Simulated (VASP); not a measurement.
```
CELL_PARAMETERS angstrom
      3.53429    -1.89447    -0.05383
      3.53429     1.89447    -0.05383
      2.56656     0.00000     3.08155
ATOMIC_POSITIONS crystal
  As 0.23050 0.23050 0.23050
  As 0.76950 0.76950 0.76950
```

All values below come from PBEsol GGA, VASP's PBE PAW potentials (set 64) (plane waves; VASP 6.6.1). Numerical set-up: 400 eV cut-off, 11×11×11 Γ-centred mesh, first-order Methfessel-Paxton smearing of 0.10 eV, potentials As.

Task: Predict the energy per atom (σ→0), band gap (on the k-mesh) with the smallest direct gap where there is one.

Result: 
```yaml
band gap (on the k-mesh): none (metal, semimetal or under 0.01 eV)
energy per atom (σ→0): -5.110 eV/atom
```

Total energies compare only between runs with the same potentials, cut-off and functional.

The compound is As in the a7 structure. It was relaxed first. The start is the result of an earlier pass.
